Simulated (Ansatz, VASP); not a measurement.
# Ba6Li12Sc4Al12Si17O70: VASP beside Ansatz, part 2 of 2

Aim: how closely do two programs agree when they are given the same cell, functional and k mesh? Of the first pair: The structure shown is frame 46 of Ansatz's trajectory.

VASP 6.6.1 and Ansatz 0.2.0.

So far. Step 4 (Comparison): The forces differ by 38 meV/Å r.m.s., which is 5.3 % of the r.m.s. force of 0.723 eV/Å (both taken over all components).

### Step 6. VASP: single point, PBE, pair 2

Level of this step: PBE; plane waves and PAW (Si, Al, Ba_sv, Li_sv, Sc_sv, O) (VASP).

The same cell, functional and mesh now go to VASP, with its own data sets.

Contents of INCAR:

```
SYSTEM = Ba6Li12Sc4Al12Si17O70
PREC = Accurate
ENCUT = 650
EDIFF = 1E-06
NELM = 120
ISMEAR = 0
SIGMA = 0.01
LREAL = Auto
ALGO = Normal
GGA = PE
NBANDS = 416
LASPH = .TRUE.
LORBIT = 11
LWAVE = .FALSE.
LCHARG = .FALSE.
ISIF = 2
GGA_COMPAT = .FALSE.
EFERMI = MIDGAP
NCORE = 4
```

Contents of POSCAR:

```
Ba6Li12Sc4Al12Si17O70
1.0
   11.5887300000      0.0000000000      0.0000000000
    0.0000000000     11.5887300000      0.0000000000
    0.0000000000      0.0000000000     11.5887300000
Si Al Ba Li Sc O
17 12 6 12 4 70
Direct
    0.1833074030      0.2620304382      0.5914453094
    0.7496421092      0.9335966926      0.0216848611
    0.4013640839      0.7781698253      0.9707879983
    0.0044241259      0.6799364555      0.2399227525
    0.3650702018      0.5691218969      0.5184433497
    0.6973930707      0.5881317452      0.6545497220
    0.8644260415      0.2241833229      0.9171841953
    0.9665770106      0.0044500131      0.1780695555
    0.5396190954      0.5941462093      0.1314121565
    0.9502594331      0.5884337628      0.7196301924
    0.9688896022      0.4467357510      0.9748522918
    0.8910898778      0.9814621619      0.5780875040
    0.3184904644      0.0533363017      0.6759929690
    0.3852190879      0.1676974095      0.2184967637
    0.4138934983      0.2886942745      0.8049544687
    0.3315548813      0.9280740858      0.3063493584
    0.5910138557      0.4308409981      0.4642700279
    0.4901054732      0.9522872653      0.4803201041
    0.1945165691      0.5662570446      0.0767469775
    0.7069023094      0.8243698835      0.4798023597
    0.7509709865      0.7498146907      0.1933861605
    0.1719688007      0.8185021137      0.1127043257
    0.9392659938      0.9636431257      0.8583511739
    0.3359211924      0.6668634095      0.2793231010
    0.8631230514      0.2208525007      0.1968464189
    0.1835145007      0.5149572041      0.6500712330
    0.4245158874      0.2232427540      0.5063971635
    0.3584085573      0.5574122445      0.8403595562
    0.2917575955      0.8203401063      0.5379623134
    0.6373260918      0.4123920395      0.9217058297
[... 85 atom lines left out ...]
    0.6775462022      0.7095773221      0.5846283415
    0.4646324489      0.4977853484      0.4412649186
    0.5271069392      0.4615691279      0.0988546631
    0.6810150897      0.6193603613      0.1522599974
    0.0801813486      0.9007371817      0.8556243868
    0.8587222241      0.4771704924      0.0540956602
```

Contents of KPOINTS:

```
Automatic mesh
0
Gamma
1 1 1
0 0 0
```

The projector-augmented-wave data sets are Si, Al, Ba_sv, Li_sv, Sc_sv and O (PBE family, release 64).

The run is started by

```
mpirun -np 16 vasp_gam
```

Numbers of over 12 decimals in the logs are rounded to 6 here.

Log:

```text
[... set-up lines as in an earlier step ...]
 entering main loop
       N       E                     dE             d eps       ncg     rms          rms(c)
DAV:   1     0.935233184468E+04    0.93523E+04   -0.41072E+05   832   0.196E+03
DAV:   2     0.839961229386E+02   -0.92683E+04   -0.89107E+04  1000   0.497E+02
DAV:   3    -0.893586622362E+03   -0.97758E+03   -0.95514E+03   896   0.188E+02
DAV:   4    -0.996558048221E+03   -0.10297E+03   -0.10193E+03  1432   0.668E+01
[...]
DAV:  18    -0.871489604493E+03   -0.44477E-05   -0.37638E-05  1256   0.151E-02    0.904E-03
DAV:  19    -0.871489604216E+03    0.27765E-06   -0.21366E-05  1176   0.109E-02    0.527E-03
DAV:  20    -0.871489604191E+03    0.24083E-07   -0.36652E-06   832   0.439E-03
   1 F= -.87148960E+03 E0= -.87148960E+03  d E =0.000000E+00
```

Parts of OUTCAR (step 6):

```text
  Total       13.6059565     11.0396969    -19.8776903      8.5262122      8.2532463      0.4686059
  in kB       14.0065807     11.3647582    -20.4629842      8.7772645      8.4962612      0.4824038
  external PRESSURE =       1.6361182 kB  Pullay stress =       0.0000000 kB

 POSITION                                       TOTAL-FORCE (eV/Angst)
 -----------------------------------------------------------------------------------
      2.12430      3.03660      6.85410        -1.779850      1.199630     -1.793341
      8.68740     10.81920      0.25130         0.216407      1.312512     -1.636121
      4.65130      9.01800     11.25020         0.120821      0.257525      0.029843
      0.05127      7.87960      2.78040         0.047362     -1.781246      1.042837
      4.23070      6.59540      6.00810         0.515240      0.369326     -0.645242
      8.08190      6.81570      7.58540        -1.603530      0.486522      0.453598
[...]
5.92730      8.08220      0.27510        -0.990473     -0.538040      0.292249
     10.92870      1.15440     10.48720        -0.458420      2.186314      0.562453
     10.92220     11.32330      3.62470        -0.380554     -0.225993     -0.693584
      1.03790      5.39460      0.49910        -0.150409     -0.786267     -0.118738
      4.72230      0.71780      6.44600         0.566431      1.025475     -0.465275
      5.43630     10.73570      3.86140        -0.674556     -0.074067     -0.668942
      3.37260      0.53100      2.68210         1.094471     -0.682772      0.833187
[...]
-----------------------------------------------------------------------------------
    total drift:                                0.000171     -0.022188      0.001114

  FREE ENERGIE OF THE ION-ELECTRON SYSTEM (eV)
  ---------------------------------------------------
  free  energy   TOTEN  =      -871.4896041915 eV

  energy  without entropy=     -871.4896041915  energy(sigma->0) =     -871.48960419

[... 2 parts as in an earlier step ...]

[... 1 further part left out ...]
[key lines of the parts left out:]
E-fermi :   4.1322
```

The run ends at a pressure of 0.16 GPa, with forces up to 3.2 eV/Å.

### Step 7. Comparison

Forces on 10 of the 121 atoms, those with the largest forces and the largest differences (eV/Å; atoms numbered as in POSCAR):

| atom | Ansatz x, y, z | VASP x, y, z |
| --- | --- | --- |
| Si1 | -1.716, 1.192, -1.785 | -1.780, 1.200, -1.793 |
| Si7 | 0.526, -2.271, 0.508 | 0.577, -2.314, 0.505 |
| Si9 | 1.325, 1.789, 0.463 | 1.343, 1.819, 0.464 |
| Si17 | 0.041, -2.088, -1.374 | 0.014, -2.097, -1.372 |
| Ba30 | 1.550, -0.018, -0.268 | 1.847, 0.019, -0.296 |
| Ba33 | -0.451, 0.028, -0.154 | -0.706, 0.164, -0.092 |
| Ba34 | 0.746, 0.862, -0.243 | 0.920, 1.009, -0.388 |
| O74 | -0.394, 2.169, 0.571 | -0.458, 2.186, 0.562 |
| O81 | 1.708, -0.736, 1.247 | 1.959, -0.732, 1.289 |
| O92 | 0.360, 3.000, -0.778 | 0.377, 3.068, -0.752 |

The forces differ by 46 meV/Å r.m.s., which is 5.8 % of the r.m.s. force of 0.799 eV/Å (both taken over all components).

### Step 8. Ansatz: dynamics, PBE

One frame of this run of dynamics is then solved in both programs, so the motion causes no difference.

The structure compared here is frame 139 of Ansatz's trajectory.

Contents of input.yaml:

```yaml
crystal:
  lattice:
    - [11.58873, 0.0, 0.0]
    - [0.0, 11.58873, 0.0]
    - [0.0, 0.0, 11.58873]
  atoms:
    - { symbol: Si, position: [0.19508, 0.26544, 0.59986] }
    - { symbol: Si, position: [0.75171, 0.93241, 0.02233] }
    - { symbol: Si, position: [0.40769, 0.77161, 0.97174] }
    - { symbol: Si, position: [0.99834, 0.67834, 0.22958] }
    - { symbol: Si, position: [0.3665, 0.56526, 0.50275] }
    - { symbol: Si, position: [0.68545, 0.59144, 0.64857] }
    - { symbol: Si, position: [0.86966, 0.22299, 0.9133] }
    - { symbol: Si, position: [0.96942, 0.98903, 0.17953] }
    - { symbol: Si, position: [0.54577, 0.59584, 0.13522] }
    - { symbol: Si, position: [0.94872, 0.59345, 0.72834] }
    - { symbol: Si, position: [0.97144, 0.45249, 0.97269] }
    - { symbol: Si, position: [0.89236, 0.96996, 0.57758] }
    - { symbol: Si, position: [0.32525, 0.04423, 0.67735] }
    - { symbol: Si, position: [0.38371, 0.16663, 0.21535] }
    - { symbol: Si, position: [0.42233, 0.29649, 0.80564] }
    - { symbol: Si, position: [0.32688, 0.92662, 0.29818] }
    - { symbol: Si, position: [0.59102, 0.42462, 0.45703] }
    - { symbol: Al, position: [0.48873, 0.95212, 0.48284] }
    - { symbol: Al, position: [0.19954, 0.56656, 0.0733] }
    - { symbol: Al, position: [0.70001, 0.81834, 0.48029] }
    - { symbol: Al, position: [0.73796, 0.74908, 0.20544] }
    - { symbol: Al, position: [0.17664, 0.81136, 0.11482] }
    - { symbol: Al, position: [0.92769, 0.96156, 0.85121] }
    - { symbol: Al, position: [0.33355, 0.67384, 0.27647] }
    - { symbol: Al, position: [0.84918, 0.20166, 0.18311] }
    - { symbol: Al, position: [0.17531, 0.5138, 0.65212] }
    - { symbol: Al, position: [0.43301, 0.22206, 0.50521] }
    - { symbol: Al, position: [0.35924, 0.55872, 0.83889] }
    - { symbol: Al, position: [0.28928, 0.80986, 0.53099] }
    - { symbol: Ba, position: [0.65808, 0.42448, 0.91675] }
[... 85 atom lines left out ...]
    - { symbol: O, position: [0.65547, 0.70552, 0.57368] }
    - { symbol: O, position: [0.4642, 0.48339, 0.44808] }
    - { symbol: O, position: [0.52828, 0.46697, 0.1042] }
    - { symbol: O, position: [0.68351, 0.61328, 0.16424] }
    - { symbol: O, position: [0.06541, 0.90723, 0.85739] }
    - { symbol: O, position: [0.86109, 0.47435, 0.04999] }
kpoints:
  mp_grid: { grid: [1, 1, 1] }
hamiltonian:
  xc: pbe
scf:
  occupations: { method: fixed }
output:
  forces: true
md:
  timestep: 1.0
  n_steps: 139
  ensemble: nvt_nose_hoover
  temperature: 300
  initial_velocities: maxwell_boltzmann
  seed: 4983
```

The run is started by

```
ansatz run input.yaml --threads 4 --pin off --max-ram 8192MiB --backend cpu --events-out ev --progress --plain --runs-dir out
```

Log:

```text
[...]
Crystal: 121 atoms, lattice volume = 1556.351 Å³
Basis set: ecut = 420 eV, 30551 PW (Γ), exchange–correlation on 160×160×160 points (8 copies of the dense FFT grid, shifted against one another)
Bands: 453, of which v1, the nominal top of the filled ones, is band 332 counted from 1 (331 counted from 0)
Symmetry: 1 space group operations
k-points: 1
[...]
atom   8  Si    -1.38885164     0.22840416    -1.06035331
[...]
atom 118  O      0.15225323    -1.16171383    -0.16123359
  atom 119  O     -0.53042986    -0.26022317    -0.59776695
  atom 120  O     -0.19394607     0.39138469     1.42483797
  atom 121  O      0.21394908     0.32584459     0.51902378
  max |Σ_I F_I| component: 1.64e-4 eV/Å
--- MD trajectory: 139 steps, t = 0.0 → 139.0 fs ---
[...]
conserved energy: peak-to-peak 9.886e-3 eV (8.170e-5 eV/atom) over 139.0 fs
[key lines of the parts left out:]
SCF converged after 9 iterations
Free energy (F): -103830.140476 eV
Fermi energy:    4.781484 eV
```

### Step 9. VASP: single point, PBE, pair 3

The same cell, functional and mesh now go to VASP, with its own data sets.

INCAR is that of step 6.

Contents of POSCAR:

```
Ba6Li12Sc4Al12Si17O70
1.0
   11.5887300000      0.0000000000      0.0000000000
    0.0000000000     11.5887300000      0.0000000000
    0.0000000000      0.0000000000     11.5887300000
Si Al Ba Li Sc O
17 12 6 12 4 70
Direct
    0.1866382252      0.2656719071      0.5898230436
    0.7453103144      0.9361250111      0.0228584150
    0.4020198935      0.7707660805      0.9688550859
    0.0096619733      0.6763640192      0.2340722409
    0.3760118667      0.5689061700      0.5213944928
    0.6928196619      0.5904702241      0.6620311285
    0.8718125282      0.2275745487      0.9191257368
    0.9632720755      0.9962437644      0.1839200672
    0.5519845574      0.5998931721      0.1345617682
    0.9388949436      0.5954837156      0.7275861980
    0.9677591936      0.4545536914      0.9798657834
    0.8809593458      0.9822301495      0.5795026720
    0.3197416801      0.0541474346      0.6751904652
    0.3812842305      0.1636848904      0.2134919012
    0.4104073527      0.2935179265      0.8003206564
    0.3281032520      0.9253300405      0.3044078169
    0.5989957485      0.4291583288      0.4716565146
    0.4844016557      0.9522527490      0.4860756960
    0.2089012342      0.5689406863      0.0742186590
    0.7071525525      0.8199863143      0.4731752315
    0.7434982090      0.7478300038      0.2018857977
    0.1775086657      0.8173717051      0.1182959651
    0.9346062942      0.9656019253      0.8519656597
    0.3406326664      0.6737407809      0.2814631111
    0.8595160988      0.2192474930      0.1867331450
    0.1688709634      0.5102543592      0.6494844560
    0.4255858925      0.2270222880      0.5082869305
    0.3520661884      0.5575416806      0.8387804358
    0.2936818789      0.8125480532      0.5511820536
    0.6428055533      0.4025462669      0.9203596943
[... 85 atom lines left out ...]
    0.6798070194      0.7036491488      0.5796148499
    0.4627426819      0.4853249666      0.4419207282
    0.5196427909      0.4701550558      0.1072593804
    0.6913440903      0.6083065185      0.1704932292
    0.0734506715      0.9038177609      0.8327573427
    0.8499896020      0.4713631261      0.0512135497
```

KPOINTS is that of step 6.

The run is started by

```
mpirun -np 16 vasp_gam
```

Log:

```text
[... set-up lines as in an earlier step ...]
 entering main loop
       N       E                     dE             d eps       ncg     rms          rms(c)
DAV:   1     0.934341768849E+04    0.93434E+04   -0.41136E+05   832   0.196E+03
DAV:   2     0.756499288207E+02   -0.92678E+04   -0.89125E+04   992   0.496E+02
DAV:   3    -0.900043299819E+03   -0.97569E+03   -0.95248E+03   928   0.188E+02
DAV:   4    -0.996748182071E+03   -0.96705E+02   -0.95737E+02  1400   0.668E+01
[...]
DAV:  18    -0.871936872793E+03   -0.43427E-05   -0.38936E-05  1304   0.154E-02    0.981E-03
DAV:  19    -0.871936871953E+03    0.84019E-06   -0.14959E-05  1272   0.915E-03    0.470E-03
DAV:  20    -0.871936872063E+03   -0.11019E-06   -0.23187E-06   728   0.362E-03
   1 F= -.87193687E+03 E0= -.87193687E+03  d E =0.000000E+00
```

From OUTCAR (step 9):

```text
  Total       20.4079651     33.9468018      9.5378840     16.0276832     13.7531584      5.1530559
  in kB       21.0088728     34.9463574      9.8187247     16.4996145     14.1581169      5.3047864
  external PRESSURE =      21.9246516 kB  Pullay stress =       0.0000000 kB

 POSITION                                       TOTAL-FORCE (eV/Angst)
 -----------------------------------------------------------------------------------
      2.16290      3.07880      6.83530        -1.091158     -0.618867     -0.303191
      8.63720     10.84850      0.26490         0.603048     -0.090581     -0.165410
      4.65890      8.93220     11.22780         1.715138     -1.170806      0.359215
      0.11197      7.83820      2.71260        -0.830518      0.243315      0.222231
      4.35750      6.59290      6.04230        -0.210786     -0.119310     -3.081003
[...]
5.87900      7.86700      0.22860        -0.163185      0.844389     -0.707837
     10.88200      1.19810     10.62890         0.502120     -0.763003     -0.369573
     10.79550     11.36420      3.67930         0.003468      0.851677     -0.380449
      1.05100      5.42070      0.48090         1.542335     -0.056956      0.722578
      4.79970      0.81350      6.49460         0.153679      0.092780     -0.284907
      5.36660     10.62000      3.89030         0.010951      0.678163      0.117009
      3.37520      0.47550      2.68130         0.595095      0.111307     -0.227144
     10.06180     11.25210      8.33210        -0.511947     -0.096914     -0.586490
[...]
-----------------------------------------------------------------------------------
    total drift:                                0.001324      0.008167     -0.026638

  FREE ENERGIE OF THE ION-ELECTRON SYSTEM (eV)
  ---------------------------------------------------
  free  energy   TOTEN  =      -871.9368720634 eV

  energy  without entropy=     -871.9368720634  energy(sigma->0) =     -871.93687206

[... 2 parts as in an earlier step ...]

[... 1 further part left out ...]
[key lines of the parts left out:]
E-fermi :   4.0861
```

The run ends at a pressure of 2.19 GPa, with forces up to 3.2 eV/Å.

### Step 10. Comparison

Forces on 9 of the 121 atoms, those with the largest forces and the largest differences (eV/Å; atoms numbered as in POSCAR):

| atom | Ansatz x, y, z | VASP x, y, z |
| --- | --- | --- |
| Si5 | -0.206, -0.107, -3.034 | -0.211, -0.119, -3.081 |
| Si12 | 1.595, 0.693, -1.335 | 1.627, 0.663, -1.330 |
| Si17 | -3.176, 0.144, 0.356 | -3.212, 0.137, 0.382 |
| Al25 | -0.512, -1.566, -1.659 | -0.503, -1.592, -1.695 |
| Ba31 | -0.370, -0.107, 0.049 | -0.466, -0.300, 0.146 |
| Ba33 | -0.327, -0.046, 0.560 | -0.523, 0.093, 0.594 |
| O53 | -1.606, 1.042, 2.019 | -1.617, 1.059, 2.115 |
| O65 | 1.475, -0.253, 1.991 | 1.489, -0.255, 2.027 |
| O71 | 1.580, 0.662, -0.999 | 1.748, 0.843, -1.118 |

The forces differ by 44 meV/Å r.m.s., which is 5.7 % of the r.m.s. force of 0.762 eV/Å (both taken over all components).

### Step 11. Summary of results

| Item | Value |
| --- | --- |
| r.m.s. force difference (single point, PBE, pair 1) | 5.3 % of the r.m.s. force |
| r.m.s. force difference (single point, PBE, pair 2) | 5.8 % of the r.m.s. force |
| r.m.s. force difference (single point, PBE, pair 3) | 5.7 % of the r.m.s. force |

In words: The r.m.s. force difference is 5.8 % of the r.m.s. force (single point, PBE, pair 2), beyond the 3 % picked in this series as the mark of a large difference. What causes the difference of the single point, PBE, pair 1 pair stays open here. What causes the difference of the single point, PBE, pair 2 pair stays open here. What causes the difference of the single point, PBE, pair 3 pair stays open here. Such differences can come from data sets, numerical settings and the points named under the comparisons, not from the functional's error against experiment.

[Lines on the potential files, build, host, timing and source positions are cut from VASP's logs without a mark.]

[Logs are printed without paths, hosts, clocks, repeated set-up lines and the standing remarks that a program may print on its own settings, such as how far it seeks lower states.]

[Hosts, paths, dates, database ids (printed as entryN), source tags and the programs' standing remarks are cut or masked in the printed files.]
